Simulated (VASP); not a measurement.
Level of theory: vdW-DF2, VASP's PBE PAW potentials (set 64) (plane waves; VASP 6.6.1).

Input for VASP

KPOINTS:
```
Automatic mesh
0
Gamma
5 5 4
0 0 0
```

### INCAR
```
# general
SYSTEM    =  Se
PREC      =  Accurate
ENCUT     =  520
LREAL     =  .FALSE.
LASPH     =  .TRUE.

# electronic loop
EDIFF     =  1E-6
NELM      =  100
ALGO      =  Normal
LMAXMIX   =  4

# smearing
ISMEAR    =  0
SIGMA     =  0.05

# functional
GGA       =  ML
LUSE_VDW  =  .TRUE.
AGGAC     =  0.0
ZAB_VDW   =  -1.8867

# ions
IBRION    =  2
NSW       =  60
ISIF      =  3
EDIFFG    =  -0.02

# output
LWAVE     =  .FALSE.
LCHARG    =  .FALSE.
```

File POSCAR:
```
Se
1
    2.2548152990    -3.9054546441    -0.0000000000
    2.2548152990     3.9054546441     0.0000000000
    0.0000000000     0.0000000000     5.2369820425
Se
3
Direct
  1.0000000000   0.2268205177   0.6666670000
  0.7731794823   0.7731794823   0.0000000000
  0.2268205177   1.0000000000   0.3333330000
```

POTCAR, in this order: Se (PBE.64 set). Program: vasp_std.

The resulting files:

**OSZICAR**
```
       N       E                     dE             d eps       ncg     rms          rms(c)
DAV:   1     0.961997943803E+02    0.96200E+02   -0.71664E+03   442   0.114E+03
DAV:   2     0.198826676842E+01   -0.94212E+02   -0.90971E+02   596   0.174E+02
DAV:   3    -0.496559371550E+01   -0.69539E+01   -0.69244E+01   487   0.558E+01
DAV:   4    -0.504171947613E+01   -0.76126E-01   -0.76066E-01   542   0.692E+00
DAV:   5    -0.504244128256E+01   -0.72181E-03   -0.72174E-03   547   0.671E-01    0.507E+00
DAV:   6    -0.496036202404E+01    0.82079E-01   -0.77927E-02   487   0.209E+00    0.315E+00
DAV:   7    -0.494423718807E+01    0.16125E-01   -0.14333E-01   462   0.285E+00    0.309E-01
DAV:   8    -0.494383544741E+01    0.40174E-03   -0.13408E-02   487   0.860E-01    0.140E-01
DAV:   9    -0.494403708949E+01   -0.20164E-03   -0.55738E-04   587   0.194E-01    0.543E-02
DAV:  10    -0.494414100950E+01   -0.10392E-03   -0.17020E-04   487   0.147E-01    0.125E-02
DAV:  11    -0.494414165482E+01   -0.64532E-06   -0.77881E-06   572   0.214E-02
   1 F= -.49441417E+01 E0= -.49441417E+01  d E =-.494414E+01
```

OUTCAR:
```
------------------------ aborting loop because EDIFF is reached ----------------------------------------
  FORCE on cell =-STRESS in cart. coord.  units (eV):
  Direction    XX          YY          ZZ          XY          YZ          ZX
  --------------------------------------------------------------------------------------
  Total        0.0054732      0.0054732      0.0071360      0.0000000      0.0000000      0.0000000
  in kB        0.0950732      0.0950732      0.1239574      0.0000000      0.0000000      0.0000000
  external PRESSURE =       0.1047013 kB  Pullay stress =       0.0000000 kB
  volume of cell :       92.23
      direct lattice vectors                 reciprocal lattice vectors
     2.254815299 -3.905454644  0.000000000     0.221747653 -0.128026068  0.000000000
     2.254815299  3.905454644  0.000000000     0.221747653  0.128026068  0.000000000
     0.000000000  0.000000000  5.236982043     0.000000000  0.000000000  0.190949671
 POSITION                                       TOTAL-FORCE (eV/Angst)
 -----------------------------------------------------------------------------------
      0.51144      0.88584      3.49132        -0.004860     -0.008417      0.000000
      3.48675      0.00000      0.00000         0.009719      0.000000      0.000000
      0.51144     -0.88584      1.74566        -0.004860      0.008417     -0.000000
 -----------------------------------------------------------------------------------
    total drift:                               -0.000176     -0.000456      0.000008
  FREE ENERGIE OF THE ION-ELECTRON SYSTEM (eV)
  ---------------------------------------------------
  free  energy   TOTEN  =        -4.9441416548 eV

  energy  without entropy=       -4.9441416548  energy(sigma->0) =       -4.94414165

 reached required accuracy - stopping structural energy minimisation
```
(Selected blocks of OUTCAR.)

The compound is Se in the trig structure. It was relaxed first, which changed the volume by +13 %. The start is the result of an earlier pass.
